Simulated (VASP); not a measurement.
The input files of a VASP run:

**POSCAR**
```
Rb
1.0
 -2.7826250000   2.7826250000   2.7826250000
  2.7826250000  -2.7826250000   2.7826250000
  2.7826250000   2.7826250000  -2.7826250000
Rb
1
direct
  0.0000000000   0.0000000000   0.0000000000
```

INCAR:
```
! general
SYSTEM  = Rb
PREC    = Accurate
ENCUT   = 240   ! plane-wave cut-off (eV)
LREAL   = .FALSE.
LASPH   = .TRUE.

! electronic loop
EDIFF   = 1E-6   ! SCF stop (eV)
NELM    = 100   ! most electronic steps
ALGO    = Normal   ! blocked Davidson
LMAXMIX = 4   ! l cut-off of mixed one-centre charges

! smearing
ISMEAR  = 0   ! Gaussian
SIGMA   = 0.1   ! width (eV)

! functional
GGA     = PE   ! PBE

! ions
IBRION  = 2
NSW     = 50
ISIF    = 3
EDIFFG  = -0.01   ! ionic stop

! output
LWAVE   = .FALSE.
LCHARG  = .FALSE.
```

### KPOINTS
```
Automatic
0
Gamma
 2 2 2
0 0 0
```

POTCAR, in this order: Rb_sv (PBE.64 set). Program: vasp_std.

Write an equivalent input for Ansatz.

One equivalent input (not run):
Ansatz 0.2 input:
```yaml
crystal:
  lattice:
    - [-2.7826250, 2.7826250, 2.7826250]
    - [2.7826250, -2.7826250, 2.7826250]
    - [2.7826250, 2.7826250, -2.7826250]
  atoms:
    - { symbol: Rb, position: [0.0000000, 0.0000000, 0.0000000] }
kpoints:
  mp_grid: { grid: [2, 2, 2] }
hamiltonian:
  xc: pbe
  pseudopotentials: { kind: paw }
scf:
  occupations: { method: gaussian, width: 0.1 }
  max_iter: 100
relax:
  max_steps: 50
  f_tol: 0.01
  cell: {}
output: { forces: true, stress: true, eigenvalues: true }
```
What does not carry over: each code has its own PAW files, so the cut-off isn't converted (ENCUT is set for VASP's; basis.ecutwfc is left out, and Ansatz then takes the one that its files recommend); Ansatz stops its SCF on the density residual and VASP on the energy change (EDIFF).

The structure is a typed Rb crystal. This run relaxes it. Symmetry was kept, so distortions that lower it aren't found. The k-mesh is coarse (spacing up to 0.84 per Å, 2π included), so the numbers may not be converged in it. The run is one of a series of settings (EDIFFG = -0.01, ENCUT = 240, IBRION = 2, ISIF = 3, NSW = 50, KPOINTS 2×2×2 Γ-centred mesh against the base run), some of them coarse on purpose.
